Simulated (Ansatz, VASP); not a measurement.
# Cross-check of Hf (Hafnium) between VASP and Ansatz

Aim: how closely do two programs agree when they are given the same cell, functional and k mesh? The structure shown is the end of the Ansatz relaxation below.

Main program and level: Ansatz 0.2.0; plane waves, with VASP 6.6.1 beside it; single point at LDA.

**1. Starting point**

It takes space group P6_3/mmc (No. 194, hexagonal). Conventional cell: a = 3.149 Å, b = 3.149 Å, c = 4.791 Å, α = 90.00°, β = 90.00°, γ = 120.00°. Hf has 12 Hf at 3.01 to 3.15 Å nearest.

**2. Ansatz: relaxation, LDA**

Ansatz runs on its PAW soft_1 files.

This run makes the geometry at which the two programs are then compared.

Input file input.yaml:

```yaml
crystal:
  lattice:
    - [3.1395478984, 0.0, 0.0]
    - [-1.5697739492, 2.7189282364, 0.0]
    - [0.0, 0.0, 4.7912476415]
  atoms:
    - { symbol: Hf, position: [0.3333333329, 0.6666666671, 0.25] }
    - { symbol: Hf, position: [0.6666666671, 0.3333333329, 0.75] }
kpoints:
  mp_grid: { grid: [15, 15, 8] }
hamiltonian:
  xc: lda
  pseudopotentials: { kind: paw, azcp: { folder: soft_1 }, xc_functional: pbe }
scf:
  occupations: { method: methfessel_paxton, width: 0.2 }
output:
  forces: true
  stress: true
  eigenvalues: true
relax:
  adjacent_minimum: "off"
  f_tol: 0.001
  max_steps: 60
  cell: { stress_tol: 0.01, fix: [c, angles] }
```

Started as:

```console
ansatz run input.yaml --threads 4 --pin off --max-ram 10240MiB --backend cpu --events-out ev --progress --plain --runs-dir out
```

Numbers of over 12 decimals in the logs are rounded to 6 here.

The program printed:

```text
Warning: crystal.symmetry: narrowed to the stabiliser of the fixed cell quantities (relax.cell.fix) — unitary ops 24 → 8. The narrowing is safe, since a smaller group never makes results wrong: the run goes on under it, on as many k-points as the starting group would need, or more. Excluded: 16 operations that would move a fixed cell quantity at a test strain (relax.cell.fix fixes c, alpha, beta, gamma). The cell can leave their symmetry as it relaxes.
Engine: ansatz 0.2.0, aarch64-unknown-linux-gnu
Pseudopotentials: kind: paw
Pseudopotential: Hf, paw, valence charge 26, recommended cutoff 420 eV (normal), soft_1/Hf.paw.azcp
Functional definition: SPW92
  exchange = slater_x
  correlation = pw_c
Crystal: 2 atoms, lattice volume = 40.899 Å³
Basis set: ecut = 420 eV, 797 PW (Γ)
Bands: 32, of which v1, the nominal top of the filled ones, is band 26 counted from 1 (25 counted from 0)
Symmetry: 8 space group operations
k-points: 320 of 1800
Non-local potential: Hf, projectors of the file, l = 0: 3, l = 1: 2, l = 2: 2, l = 3: 3
PAW form: soft (Blöchl's): semilocal exchange-correlation on the pseudo side does not see the compensation charge
PAW frozen core: Hf, regenerated for the run's functional, and the local potential with it (the file was generated under x = pbe(κ = 0.804, μ = 0.219515), c = pbe(β = 0.066725))
PAW one-centre angular grid: Hf, 590 points (default); XC on 64 Gauss nodes
Initial density: superposition of atomic densities (chi_scale 0.1, normalization cell)
Initial wavefunctions: pseudopotential atomic-orbital guess
Functional: x = slater, c = lda
SCF iter   1: F=—  HF=-30955.184088 eV  |F-HF|=—  |Δ(HF+E_count)|=         —  Δρ=3.45e-2  dr2=5.64e-1  ethr=3.10e-3  ⟨swp⟩=5.4  Hψ=36322  notcnv=0
preconditioner: auto → Kerker (q_TF=auto, 2.840 Å⁻¹)  [metal: Δε(μ)=0.036 eV  Ē_g=17.002 eV  σ=0.200 eV  W_gap=0.15  n_scr=22 (ndim 8)  ℏωp=40.2 eV  f_vac=0.000  D(μ)=1.13/eV (n_scr^D=2)]
SCF iter   2: F=—  HF=-30955.052079 eV  |F-HF|=—  |Δ(HF+E_count)|=   1.32e-1  S|Δr|=    0.00e0  Δρ=2.13e-2  dr2=2.17e-1  ethr=1.08e-3  ⟨swp⟩=2.8  Hψ=19813  notcnv=0  defer=85
SCF iter   3: F=—  HF=-30954.999238 eV  |F-HF|=—  |Δ(HF+E_count)|=   5.28e-2  S|Δr|=    0.00e0  Δρ=8.46e-3  dr2=3.34e-2  ethr=4.16e-4  ⟨swp⟩=2.0  Hψ=16072  notcnv=0  defer=97
SCF iter   4: F=—  HF=-30954.962084 eV  |F-HF|=—  |Δ(HF+E_count)|=   3.72e-2  S|Δr|=    0.00e0  Δρ=3.16e-3  dr2=2.04e-3  ethr=6.43e-5  ⟨swp⟩=2.1  Hψ=18557  notcnv=0  defer=99
SCF iter   5: F=—  HF=-30954.962937 eV  |F-HF|=—  |Δ(HF+E_count)|=   8.53e-4  S|Δr|=    0.00e0  Δρ=6.15e-4  dr2=1.41e-4  ethr=3.93e-6  ⟨swp⟩=2.8  Hψ=17380  notcnv=0  defer=98
SCF iter   6: F=—  HF=-30954.963080 eV  |F-HF|=—  |Δ(HF+E_count)|=   1.43e-4  S|Δr|=    0.00e0  Δρ=1.49e-4  dr2=7.92e-6  ethr=2.71e-7  ⟨swp⟩=2.4  Hψ=18833  notcnv=0  defer=98
SCF iter   7: F=—  HF=-30954.963094 eV  |F-HF|=—  |Δ(HF+E_count)|=   1.36e-5  S|Δr|=    0.00e0  Δρ=3.32e-5  dr2=5.37e-7  ethr=1.52e-8  ⟨swp⟩=3.0  Hψ=20339  notcnv=0  defer=173
SCF iter   8: F=-30954.963094 eV  HF=-30954.963094 eV  |F-HF|=1.40e-8  |Δ(HF+E_count)|=   7.34e-8  S|Δr|=    0.00e0  Δρ=6.15e-6  dr2=1.91e-8  ethr=1.92e-10  ⟨swp⟩=12.5  Hψ=69191  notcnv=0
SCF 1 converged in 8 iterations: F = -30954.963094 eV  dr2 = 1.91e-8
  greatest PAW one-centre occupation: 0.998 electrons in one spin orbital (limit 2), on the Hf atom at site 1 (counted from 0), in its partial waves of l = 3
relax step   1: F+E_penalty+E_count = -30954.96309362 eV  Δ(F+E_penalty+E_count) = +0.000e0 eV  max|allowed force component| = 1.230e-7 eV/Å  Δτ_max = 0.0000 Å  P = +2.619 GPa  Ω = 40.899 Å³  fix = [c, alpha, beta, gamma]  reactions: c +6.098 GPa; gamma -0.000 GPa/rad  (8 SCF iters, dr2 threshold 1.00e-7 eV, accepted)
[...]
relax step   3: F+E_penalty+E_count = -30954.96373205 eV  Δ(F+E_penalty+E_count) = -6.384e-4 eV  max|allowed force component| = 7.160e-8 eV/Å  Δτ_max = 0.0000 Å  P = +1.830 GPa  Ω = 41.159 Å³  energy of the carried Pulay correction = -6.255e-5 eV  fix = [c, alpha, beta, gamma]  reactions: c +5.515 GPa; gamma -0.000 GPa/rad  (9 SCF iters, accepted)
[...]
relax step   4: F+E_penalty+E_count = -30954.96373301 eV  Δ(F+E_penalty+E_count) = -9.565e-7 eV  max|allowed force component| = 3.107e-8 eV/Å  Δτ_max = 0.0000 Å  P = +1.841 GPa  Ω = 41.156 Å³  energy of the carried Pulay correction = -6.172e-5 eV  fix = [c, alpha, beta, gamma]  reactions: c +5.522 GPa; gamma -0.000 GPa/rad  (2 SCF iters, dr2 threshold 3.47e-10 eV, accepted)
[...]
relax step   5: F+E_penalty+E_count = -30954.96379119 eV  Δ(F+E_penalty+E_count) = -5.818e-5 eV  max|allowed force component| = 2.885e-8 eV/Å  Δτ_max = 0.0000 Å  P = +1.841 GPa  Ω = 41.156 Å³  fix = [c, alpha, beta, gamma]  reactions: c +5.522 GPa; gamma -0.000 GPa/rad  stress off target by 7.80e-4 GPa on what of the cell is left free  SCF on the basis re-selected at this cell (its energy is not comparable with the rows above)  (7 SCF iters)
basis re-selected at this cell: Δ(F+E_penalty+E_count) = -5.818e-5 eV, ΔP = +0.001 GPa vs the last step (what re-selecting the basis moved, of the pressure what is left beyond the Pulay correction that the steps carried, after the strain that the cell walked since its last selection, with what the two solves' SCF thresholds leave and, on support functions, any second-order correction that the steps lacked; it is no m [...]
SCF converged after 7 iterations
Stability not checked: this state was not tested for a lower state beside it, because cold or Methfessel-Paxton smearing, or corrected tetrahedra, fill the levels in a way that the test cannot read (fill_not_monotonic; see scf.lower_state_search)
Free energy (F): -30954.963791 eV
Harris-Foulkes:  -30954.963791 eV  (|F-HF|=3.64e-12)
Internal energy: -30954.968567 eV  (E = F + TS)
E sigma→0 (E₀):  -30954.964985 eV
Entropy (-TS):   0.004776 eV (2.388 meV/atom)
Fermi energy:    19.599365 eV
Step filling:    the computed levels leave a gap of 0.0000 eV = 0.0 smearing widths at the electron count; against every level under it full and every level over it empty, smearing changes F+E_penalty+E_count by +1.897 meV and its σ→0 estimate by +0.703 meV
--- Per-component energies (eV) ---
  E_band       = 60.237800
  E_kinetic    = 826.150624
  E_local      = -12212.000014  (includes V_loc(G=0)·N_el)
  E_nonlocal   = 142.842426
  E_hartree    = 5974.833787
  E_xc         = -531.434170
  E_vxc        = -513.272483  (∫ρ·V_xc dr)
  E_paw        = -14907.848759  (= ΣΔE_a)
  E_vpaw       = -133.150538  (= ΣTr[D̂ρ^β])
  E_aug_tail   = 0.000213  (compensation charges beyond the density's cutoff)
  E_ewald      = -10252.426850
  E_core_change = 4.914176  (= ΣΔE_core)
  E_smearing   = 0.004776  (= −TS)
  E_closure    = -0.000000  (closes the sum)
  Σ components = -30954.963791   (vs F -30954.963791, Δ=0.00e0)
--- Forces (eV/Å), atoms counted from 1 ---
  atom   1  Hf     0.00000003    -0.00000002    -0.00000000
  atom   2  Hf    -0.00000003     0.00000002     0.00000000
  max |Σ_I F_I| component: 0.00e0 eV/Å
--- Stress (GPa, compression-positive) ---
        0.000780       0.000001       0.000000
        0.000001       0.000781      -0.000000
        0.000000      -0.000000       5.522492
  P = ⅓ Tr σ = 1.8414 GPa (18.414 kbar)
--- Band table (eV; the first three rows and the last of 320) ---
  k-point 0: bands = [... 22 lower, 11.9328, 15.6392, 20.5732, 20.5732, 21.0174, 21.3950, 21.5967, 21.5967, ... 2 higher]
  k-point 1: bands = [... 22 lower, 12.1027, 15.6073, 20.4361, 20.4361, 20.7043, 21.2441, 21.4288, 21.4288, ... 2 higher]
  k-point 2: bands = [... 22 lower, 12.5906, 15.4349, 20.1020, 20.2562, 20.2562, 20.8391, 21.0487, 21.0487, ... 2 higher]
  k-point 319: bands = [... 22 lower, 15.8806, 15.8806, 18.5278, 18.5278, 21.0494, 21.0494, 22.1318, 22.1318, ... 2 higher]
--- Relaxed structure (4 steps of the walk, 3 accepted, 1 SCFs on fresh bases) ---
  F+E_penalty+E_count = -30954.96379119 eV   max|allowed force component| = 2.885e-8 eV/Å   (the final SCF, on the basis selected at the relaxed cell)
  cell:  # Å, volume = 41.1556 Å³
    - [3.149380, 7.499515281244538e-19, 0.0]
    - [-1.574690, 2.727443, 0.0]
    - [0.0, 0.0, 4.7912476415]
  atoms:
    - { symbol: Hf, position: [0.333333, 0.666667, 0.25] }
    - { symbol: Hf, position: [0.666667, 0.333333, 0.75] }
```

Reading the cycles: dr2 is the Hartree energy of the density residual (eV), the measure of convergence; HF is the Harris–Foulkes estimate of the energy, which meets the free energy F at convergence.

**3. VASP: single point, LDA, pair 1**

The same cell, functional (in two slightly different forms), mesh and smearing now go to VASP, with its own data sets.

Lines of VASP's logs that name or quote its potential files are left out, and so is its time.

Input file INCAR:

```
SYSTEM = Hf
PREC = Accurate
ENCUT = 500
EDIFF = 1E-06
NELM = 120
ISMEAR = 1
SIGMA = 0.2
LREAL = .FALSE.
ALGO = Normal
GGA = PW92
NBANDS = 16
LASPH = .TRUE.
LORBIT = 11
LWAVE = .FALSE.
LCHARG = .FALSE.
ISIF = 2
GGA_COMPAT = .FALSE.
KPAR = 2
```

Input file POSCAR:

```
Hf
1.0
    3.1493801280      0.0000000000      0.0000000000
   -1.5746900640      2.7274431970      0.0000000000
    0.0000000000      0.0000000000      4.7912476415
Hf
2
Direct
    0.3333333382      0.6666666716      0.2500000000
    0.6666666716      0.3333333382      0.7500000000
```

Input file KPOINTS:

```
Automatic mesh
0
Gamma
15 15 8
0 0 0
```

Potentials, in the order of the species: Hf_pv (LDA family, release 64).

Started as:

```console
mpirun -np 2 vasp_std
```

The program printed:

```text
[banner, memory and clock lines left out]
running    2 mpi-ranks, on    1 nodes
 distrk:  each k-point on    1 cores,    2 groups
 distr:  one band on    1 cores,    1 groups

 POSCAR found type information on POSCAR Hf
 POSCAR found :  1 types and       2 ions
|                                                                             |
|               ----> ADVICE to this user running VASP <----                  |
|                                                                             |
|     You enforced a specific xc type in the INCAR file but a different       |
|     [... a line on the potential file left out ...]
|     I HOPE YOU KNOW WHAT YOU ARE DOING!                                     |
|                                                                             |

 LDA part: xc-table for (Slater(with rela. corr.)+PW92), standard interpolation
 POSCAR, INCAR and KPOINTS ok, starting setup
 FFT: planning ... GRIDC
 FFT: planning ... GRID_SOFT
 FFT: planning ... GRID
 WAVECAR not read
 entering main loop
       N       E                     dE             d eps       ncg     rms          rms(c)
DAV:   1     0.466097871089E+02    0.46610E+02   -0.11409E+04  4344   0.117E+03
DAV:   2    -0.205491326670E+02   -0.67159E+02   -0.65495E+02  5736   0.250E+02
DAV:   3    -0.220288871930E+02   -0.14798E+01   -0.14756E+01  5688   0.260E+01
DAV:   4    -0.220390011081E+02   -0.10114E-01   -0.10112E-01  5344   0.259E+00
DAV:   5    -0.220391181150E+02   -0.11701E-03   -0.11700E-03  5704   0.231E-01    0.690E+01
DAV:   6    -0.215364433947E+02    0.50267E+00   -0.42749E-01  5160   0.436E+00    0.407E+01
DAV:   7    -0.213557181145E+02    0.18073E+00   -0.68768E-01  5280   0.532E+00    0.191E+00
DAV:   8    -0.213472777892E+02    0.84403E-02   -0.42621E-02  4824   0.145E+00    0.351E-01
DAV:   9    -0.213473573953E+02   -0.79606E-04   -0.93679E-04  5928   0.223E-01    0.179E-01
DAV:  10    -0.213473536998E+02    0.36955E-05   -0.47353E-05  4992   0.493E-02    0.204E-01
DAV:  11    -0.213473503777E+02    0.33221E-05   -0.50978E-06  5464   0.152E-02    0.801E-03
DAV:  12    -0.213473503488E+02    0.28889E-07   -0.37762E-07  3032   0.440E-03
   1 F= -.21347350E+02 E0= -.21348830E+02  d E =0.443953E-02
```

(Continued in part 2 of 2.)

[Lines on the potential files, build, host, timing and source positions are cut from VASP's logs without a mark.]

[Logs are printed without paths, hosts, clocks, repeated set-up lines and the standing remarks that a program may print on its own settings, such as how far it seeks lower states.]

[Hosts, paths, dates, database ids (printed as entryN), source tags and the programs' standing remarks are cut or masked in the printed files.]
